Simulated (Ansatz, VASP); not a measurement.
# Si2MoN4 (MoSi2N4 bilayer, AB) in two plane-wave programs

One calculation is typed for both programs; each brings its own data sets. How far apart do they land? The structure shown is the start of the Ansatz relaxation below; VASP solves that cell, so the two are compared at the walk's first step.

Program: Ansatz 0.2.0. Level of theory: plane waves, with VASP 6.6.1 beside it; single point at PBE with D3(BJ). Results are calculated unless marked as measured.

## (1) Starting point

The cell holds 14 atoms: 8 N, 4 Si and 2 Mo. Cell: a = 2.920 Å, b = 2.920 Å, c = 64.824 Å, α = 90.0°, β = 90.0°, γ = 120.0°. Vacuum lies along c.

Coordinates:

```xyz
14
Lattice="2.9200 0.0000 0.0000 -1.4600 2.5288 0.0000 0.0000 0.0000 64.8236" Properties=species:S:1:pos:R:3
N     0.0000    0.0000   23.9500
N     0.0000    1.6859   26.1694
N     0.0000    1.6859   28.5924
N     0.0000    0.0000   30.8118
N     0.0000    1.6859   34.0118
N     1.4600    0.8429   36.2312
N     1.4600    0.8429   38.6541
N     0.0000    1.6859   40.8736
Si    0.0000    1.6859   24.4194
Si    0.0000    1.6859   30.3424
Si    1.4600    0.8429   34.4812
Si    1.4600    0.8429   40.4041
Mo    0.0000    0.0000   27.3809
Mo    0.0000    1.6859   37.4427
```

## (2) Ansatz: relaxation, PBE with D3(BJ)

Ansatz runs on its default PAW (the set named soft_2) files.

The two programs are compared at the cell with which this relaxation starts, whose forces are those of its first step.

input.yaml reads:

```yaml
crystal:
  lattice:
    - [2.92, 0.0, 0.0]
    - [-1.46, 2.5287941791, 0.0]
    - [0.0, 0.0, 64.8235812323]
  atoms:
    - { symbol: "N", position: [0.0, 0.0, 0.3694643144] }
    - { symbol: Si, position: [0.3333333333, 0.6666666667, 0.3767060045] }
    - { symbol: "N", position: [0.3333333333, 0.6666666667, 0.4037023531] }
    - { symbol: Mo, position: [0.0, 0.0, 0.4223909692] }
    - { symbol: "N", position: [0.3333333333, 0.6666666667, 0.4410795854] }
    - { symbol: Si, position: [0.3333333333, 0.6666666667, 0.4680759341] }
    - { symbol: "N", position: [0.0, 0.0, 0.4753176241] }
    - { symbol: "N", position: [0.3333333333, 0.6666666667, 0.5246823759] }
    - { symbol: Si, position: [0.6666666667, 0.3333333333, 0.5319240659] }
    - { symbol: "N", position: [0.6666666667, 0.3333333333, 0.5589204146] }
    - { symbol: Mo, position: [0.3333333333, 0.6666666667, 0.5776090308] }
    - { symbol: "N", position: [0.6666666667, 0.3333333333, 0.5962976469] }
    - { symbol: Si, position: [0.6666666667, 0.3333333333, 0.6232939955] }
    - { symbol: "N", position: [0.3333333333, 0.6666666667, 0.6305356856] }
  periodic: [true, true, false]
kpoints:
  mp_grid: { grid: [12, 12, 1] }
hamiltonian:
  xc: pbe
  dispersion: d3bj
scf:
  occupations: { method: fermi_dirac, width: 0.05 }
  convergence: { dr2_threshold: 1.0e-09 }
relax:
  f_tol: 0.004
  max_steps: 90
  cell: {}
output:
  write_potential: true
  write_density: true
  volumetric_format: npy
```

On the command line:

```sh
$ ansatz run input.yaml --threads 4 --pin off --max-ram 8192MiB --backend cpu --events-out ev --progress --plain --runs-dir out
```

Numbers of over 12 decimals in the logs are rounded to 6 here.

Output:

```text
Warning: relax.cell: scf.convergence.dr2_threshold = 1e-9 eV is looser than the 1.93135621554e-10 eV advised for a relaxation that steers and ends on the stress (1e-10 eV for each atom of the cell: 14, times the square of relax.cell.stress_2d_tol = 0.05 N/m over 26.9 Å (the atoms' height at the walk's start and 5 Å past either face), 1.857e-2 GPa, over a crystal's default 0.05). What an SCF threshold leaves in a stress goes as its square root, and in the free energy as the threshold itself, and one threshold admits the most on a small cell: [figures from the program's tests cut] Set scf.convergence.dr2_threshold to 1.93135621554e-10 eV or tighter. [rest of the remark cut]
Engine: ansatz 0.2.0, x86_64-unknown-linux-gnu
Pseudopotentials: kind: paw
Pseudopotential: N, paw, valence charge 5, recommended cutoff 420 eV (normal), N.paw.azcp
Pseudopotential: Si, paw, valence charge 4, recommended cutoff 420 eV (normal), Si.paw.azcp
Pseudopotential: Mo, paw, valence charge 14, recommended cutoff 420 eV (normal), Mo.paw.azcp
Functional definition: PBE
  parameter kappa = 0.804
  parameter beta = 0.066725
  exchange = pbe_x(kappa = kappa, mu = beta*pi^2/3)
  correlation = pbe_c(beta = beta)
Crystal: 14 atoms, lattice volume = 478.662 Å³
Basis set: ecut = 420 eV, 9277 PW (Γ), exchange–correlation on 40×40×900 points (8 copies of the dense FFT grid, shifted against one another)
Bands: 56, of which v1, the nominal top of the filled ones, is band 42 counted from 1 (41 counted from 0)
Symmetry: 6 space group operations
Space group: P3m1 (ITA 156), of the structure as read, at distance tolerance 7.8e-5 Å
k-points: 19 of 144 (time reversal used)
Non-local potential: N, projectors of the file, l = 0: 2, l = 1: 2, l = 2: 1
Non-local potential: Si, projectors of the file, l = 0: 2, l = 1: 2, l = 2: 2
Non-local potential: Mo, projectors of the file, l = 0: 3, l = 1: 2, l = 2: 2, l = 3: 1
PAW form: soft (Blöchl's): semilocal exchange-correlation on the pseudo side does not see the compensation charge
PAW one-centre angular grid: N, 110 points (default); XC on 64 Gauss nodes
PAW one-centre angular grid: Si, 110 points (default); XC on 64 Gauss nodes
PAW one-centre angular grid: Mo, 590 points (default); XC on 64 Gauss nodes
Initial density: superposition of atomic densities (neutral atoms: chi_scale 0, normalization atom), corrected by the library's trained network
Initial wavefunctions: pseudopotential atomic-orbital guess
Functional: x = pbe(κ = 0.804, μ = 0.219515), c = pbe(β = 0.066725)
SCF iter   1: F=—  HF=-15543.503054 eV  |F-HF|=—  |Δ(HF+E_count)|=         —  Δρ=3.24e-3  dr2=2.61e-2  ethr=1.77e-3  ⟨swp⟩=14.2  Hψ=8266  notcnv=0  defer=27
preconditioner: auto → Resta (q_TF=auto, 2.041 Å⁻¹)  ε∞=2.4  [insulator: Δε(μ)=1.433 eV  Ē_g=11.789 eV  σ=0.050 eV  W_gap=1.00  n_scr=42 (ndim 8)  ℏωp=14.0 eV  f_vac=0.688  D(μ)=0.00/eV (n_scr^D=0)  ε∞_Penn≈2.4  vacuum switching on, ρ_ref=1.0e-2 e/Å³]
SCF iter   2: F=—  HF=-15543.510469 eV  |F-HF|=—  |Δ(HF+E_count)|=   7.41e-3  Δρ=1.82e-3  dr2=9.72e-3  ethr=3.11e-5  ⟨swp⟩=4.2  Hψ=3254  notcnv=0  defer=134
SCF iter   3: F=—  HF=-15543.514342 eV  |F-HF|=—  |Δ(HF+E_count)|=   3.87e-3  Δρ=1.06e-3  dr2=1.09e-2  ethr=1.16e-5  ⟨swp⟩=3.0  Hψ=1888  notcnv=0  defer=134
SCF iter   4: F=—  HF=-15543.514551 eV  |F-HF|=—  |Δ(HF+E_count)|=   2.09e-4  Δρ=2.19e-4  dr2=5.07e-4  ethr=1.16e-5  ⟨swp⟩=2.6  Hψ=1553  notcnv=0  defer=134
SCF iter   5: F=—  HF=-15543.514584 eV  |F-HF|=—  |Δ(HF+E_count)|=   3.33e-5  Δρ=1.20e-4  dr2=9.59e-5  ethr=6.04e-7  ⟨swp⟩=3.3  Hψ=2166  notcnv=0  defer=134
SCF iter   6: F=—  HF=-15543.514275 eV  |F-HF|=—  |Δ(HF+E_count)|=   3.09e-4  Δρ=5.29e-5  dr2=1.70e-5  ethr=1.14e-7  ⟨swp⟩=3.3  Hψ=2077  notcnv=0  defer=134
SCF iter   7: F=—  HF=-15543.514270 eV  |F-HF|=—  |Δ(HF+E_count)|=   5.41e-6  Δρ=2.05e-5  dr2=2.16e-6  ethr=2.02e-8  ⟨swp⟩=3.2  Hψ=1980  notcnv=0  defer=134
SCF iter   8: F=—  HF=-15543.514366 eV  |F-HF|=—  |Δ(HF+E_count)|=   9.69e-5  Δρ=5.98e-6  dr2=2.01e-7  ethr=2.57e-9  ⟨swp⟩=3.6  Hψ=2259  notcnv=0  defer=134
SCF iter   9: F=—  HF=-15543.514367 eV  |F-HF|=—  |Δ(HF+E_count)|=   3.74e-8  Δρ=2.91e-6  dr2=1.05e-7  ethr=2.40e-10  ⟨swp⟩=3.4  Hψ=2162  notcnv=0  defer=134
SCF iter  10: F=—  HF=-15543.514367 eV  |F-HF|=—  |Δ(HF+E_count)|=  5.89e-10  Δρ=1.24e-6  dr2=2.09e-8  ethr=1.24e-10  ⟨swp⟩=2.9  Hψ=1648  notcnv=0  defer=134
[...]
basis re-selected at this cell: Δ(F+E_penalty+E_count) = +8.287e-5 eV, ΔP = -0.002 N/m vs the last step (what re-selecting the basis moved, of the pressure what is left beyond the Pulay correction that the steps carried, after the strain that the cell walked since its last selection, with what the two solves' SCF thresholds leave and, on support functions, any second-order correction that the steps lacked; it is no m [...]
WARN: The output density's exchange-correlation potential varies sharply where the density is thin. Do not read a vacuum level from v_tot or v_xc, or from such a field of the output density. On a cell that repeats whose density bears no net charge and no dipole along the vacuum's axis use v_es (v_loc + v_h of the components); under efield.dipole_correction with no amplitude use v_es + v_field, which holds any externa [...]
SCF converged after 5 iterations
Free energy (F): -15543.729485 eV
Harris-Foulkes:  -15543.729485 eV  (|F-HF|=5.64e-11)
Internal energy: -15543.729485 eV  (E = F + TS)
E sigma→0 (E₀):  -15543.729485 eV
Fermi energy:    -4.515285 eV
--- Per-component energies (eV) ---
  E_band       = -1631.951423
  E_kinetic    = 2131.509416
  E_local      = -881062.744250  (includes V_loc(G=0)·N_el)
  E_nonlocal   = 743.480039
  E_hartree    = 439139.629176
  E_xc         = -1080.152303
  E_vxc        = -1272.066744  (∫ρ·V_xc dr)
  E_paw        = -9472.935124  (= ΣΔE_a)
  E_vpaw       = -451.393068  (= ΣTr[D̂ρ^β])
  E_aug_tail   = 0.000940  (compensation charges beyond the density's cutoff)
  E_ewald      = 434061.462669
  E_disp       = -3.980048  (pairwise vdW)
  E_smearing   = -0.000000  (= −TS)
  E_closure    = 0.000000  (closes the sum)
  Σ components = -15543.729485   (vs F -15543.729485, Δ=0.00e0)
--- Forces (eV/Å), atoms counted from 1 ---
  atom   1  N      0.00000000     0.00000000     0.00011819
  atom   2  Si    -0.00000000    -0.00000000     0.00011171
  atom   3  N      0.00000000     0.00000000    -0.00017279
  atom   4  Mo    -0.00000000     0.00000000     0.00010146
  atom   5  N      0.00000000     0.00000000     0.00024451
  atom   6  Si     0.00000000    -0.00000000    -0.00010461
  atom   7  N      0.00000000     0.00000000    -0.00012515
  atom   8  N      0.00000000     0.00000000     0.00014422
  atom   9  Si     0.00000000    -0.00000000     0.00009926
  atom  10  N      0.00000000     0.00000000    -0.00025979
  atom  11  Mo     0.00000000     0.00000000    -0.00011123
  atom  12  N      0.00000000     0.00000000     0.00018981
  atom  13  Si     0.00000000    -0.00000000    -0.00012062
  atom  14  N     -0.00000000     0.00000000    -0.00011358
  max |Σ_I F_I| component: 1.39e-6 eV/Å
--- 2D stress c σ (N/m, compression-positive) ---
       -0.010502       0.000000      -0.000000
        0.000000      -0.010502      -0.000000
       -0.000000      -0.000000      -0.000000
  P = ½ c Tr σ = -0.0105 N/m
--- Band table (eV; the first three rows and the last of 19) ---
  k-point 0: bands = [... 38 lower, -7.7769, -7.4756, -5.6169, -5.4464, -2.6374, -2.6374, -2.4922, -2.4922, ... 10 higher]
  k-point 1: bands = [... 38 lower, -7.6361, -7.3750, -5.6975, -5.5432, -2.8061, -2.6650, -2.6543, -2.5197, ... 10 higher]
  k-point 2: bands = [... 38 lower, -7.6724, -7.4460, -6.0754, -5.9301, -2.9124, -2.7468, -2.7209, -2.5755, ... 10 higher]
  k-point 18: bands = [... 38 lower, -6.9449, -6.8011, -5.9687, -5.8242, -3.5790, -3.4327, -2.2568, -2.1285, ... 10 higher]
  ° read free of the cell's end (the report's vacuum.weakly_bound_levels)
--- Relaxed structure (7 steps of the walk, 7 accepted, 2 SCFs on fresh bases) ---
  F+E_penalty+E_count = -15543.72948545 eV   max|allowed force component| = 2.599e-4 eV/Å   (the final SCF, on the basis selected at the relaxed cell)
  cell:  # Å, volume = 467.4340 Å³
    - [2.885548, 0, 0]
    - [-1.442774, 2.498958, 0]
    - [0, 0, 64.8235812323]
  atoms:
    - { symbol: N, position: [4.077180313010653e-17, -1.437320366830884e-18, 0.368745] }
    - { symbol: Si, position: [0.333333, 0.666667, 0.376850] }
    - { symbol: N, position: [0.333333, 0.666667, 0.403858] }
    - { symbol: Mo, position: [4.3984944747945455e-17, 0, 0.423189] }
    - { symbol: N, position: [0.333333, 0.666667, 0.442515] }
    - { symbol: Si, position: [0.333333, 0.666667, 0.469509] }
    - { symbol: N, position: [4.6983662298015094e-17, 1.3457073074694316e-18, 0.477532] }
    - { symbol: N, position: [0.333333, 0.666667, 0.522453] }
    - { symbol: Si, position: [0.666667, 0.333333, 0.530497] }
    - { symbol: N, position: [0.666667, 0.333333, 0.557488] }
    - { symbol: Mo, position: [0.333333, 0.666667, 0.576812] }
    - { symbol: N, position: [0.666667, 0.333333, 0.596144] }
    - { symbol: Si, position: [0.666667, 0.333333, 0.623151] }
    - { symbol: N, position: [0.333333, 0.666667, 0.631256] }
```

The column dr2 measures how far the density is from self-consistency, as an energy; F and HF (Harris–Foulkes) agree once it is small.

(Part 1 of 2 ends here.)

[Lines on the potential files, build, host, timing and source positions are cut from VASP's logs without a mark.]

[Logs are printed without paths, hosts, clocks, repeated set-up lines and the standing remarks that a program may print on its own settings, such as how far it seeks lower states.]

[Hosts, paths, dates, database ids (printed as entryN), source tags and the programs' standing remarks are cut or masked in the printed files.]
